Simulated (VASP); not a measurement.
Data:

```xyz
2
Lattice="2.8421 0.0000 0.0000 0.0000 2.8421 0.0000 0.0000 0.0000 2.8421" Properties=species:S:1:pos:R:3 pbc="T T T"
Ti     0.0000     0.0000     0.0000
Co     1.4210     1.4210     1.4210
```

Calculation: LDA (Ceperley-Alder, Perdew-Zunger), VASP's LDA PAW potentials (set 64) (plane waves; VASP 6.6.1). Numerical set-up: 520 eV cut-off, 13×13×13 Γ-centred mesh, first-order Methfessel-Paxton smearing of 0.10 eV, potentials Ti_sv Co.

### Question
Give the stress tensor in GPa (positive for a compressed cell).

### Answer

```
14.37   0.00   0.00
 0.00  14.37   0.00
 0.00   0.00  14.37
```
The pressure is its mean diagonal, 14.37 GPa.

The compound is TiCo in the CsCl type structure. This cell is one point of a volume scan, at 0.94 of the reference volume. The run is not spin-polarised, so no magnetic state was tried. The electron count is odd and the run is not spin-polarised, which forces a metal.
